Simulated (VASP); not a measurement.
Input for VASP

File KPOINTS:
```
Automatic mesh
0
Gamma
5 5 5
0 0 0
```

POSCAR:
```
PtAs2
1
    5.9455230000     0.0000000000     0.0000000000
    0.0000000000     5.9455230000     0.0000000000
    0.0000000000     0.0000000000     5.9455230000
As Pt
8 4
Direct
  0.6170000000   0.8830000000   0.1170000000
  0.1170000000   0.6170000000   0.8830000000
  0.6170000000   0.6170000000   0.6170000000
  0.3830000000   0.3830000000   0.3830000000
  0.8830000000   0.1170000000   0.6170000000
  0.8830000000   0.3830000000   0.1170000000
  0.1170000000   0.8830000000   0.3830000000
  0.3830000000   0.1170000000   0.8830000000
  0.0000000000   0.5000000000   0.5000000000
  0.5000000000   0.0000000000   0.5000000000
  0.0000000000   0.0000000000   0.0000000000
  0.5000000000   0.5000000000   0.0000000000
```

INCAR:
```
SYSTEM = PtAs2
PREC = Accurate; ENCUT = 300; LREAL = F
LASPH = T
EDIFF = 1E-6; NELM = 100; ALGO = Normal
LMAXMIX = 6
ISMEAR = 0; SIGMA = 0.02
GGA = PS
ISIF = 2
LWAVE = F; LCHARG = F
```

POTCAR, in this order: As Pt (PBE.64 set). Program: vasp_std.

Task: Translate this PBEsol calculation to Quantum ESPRESSO's pw.x.

Result: One equivalent input (not run):
```
&CONTROL
  calculation = 'scf'
  pseudo_dir = './pseudo'
  outdir = './out'
  tprnfor = .true.
  tstress = .true.
/
&SYSTEM
  ibrav = 0
  nat = 12
  ntyp = 2
  ecutwfc = 84
  occupations = 'smearing'
  smearing = 'gaussian'
  degauss = 0.00147
  input_dft = 'pbesol'
/
&ELECTRONS
  conv_thr = 7.3e-08
  electron_maxstep = 100
/
ATOMIC_SPECIES
  As 74.922 As.upf
  Pt 195.084 Pt.upf
CELL_PARAMETERS angstrom
     5.9455230    0.0000000    0.0000000
     0.0000000    5.9455230    0.0000000
     0.0000000    0.0000000    5.9455230
ATOMIC_POSITIONS crystal
  As   0.6170000  0.8830000  0.1170000
  As   0.1170000  0.6170000  0.8830000
  As   0.6170000  0.6170000  0.6170000
  As   0.3830000  0.3830000  0.3830000
  As   0.8830000  0.1170000  0.6170000
  As   0.8830000  0.3830000  0.1170000
  As   0.1170000  0.8830000  0.3830000
  As   0.3830000  0.1170000  0.8830000
  Pt   0.0000000  0.5000000  0.5000000
  Pt   0.5000000  0.0000000  0.5000000
  Pt   0.0000000  0.0000000  0.0000000
  Pt   0.5000000  0.5000000  0.0000000
K_POINTS automatic
  5 5 5 0 0 0
```
What does not carry over: the potentials are each code's own (VASP's PAW set, PseudoDojo norm-conserving files in pw.x), so ENCUT and ecutwfc are chosen apart and not converted; conv_thr bounds pw.x's estimated SCF error, while EDIFF bounds the energy change between steps.

The structure is a typed PtAs2 crystal. The cell was not relaxed at this level.
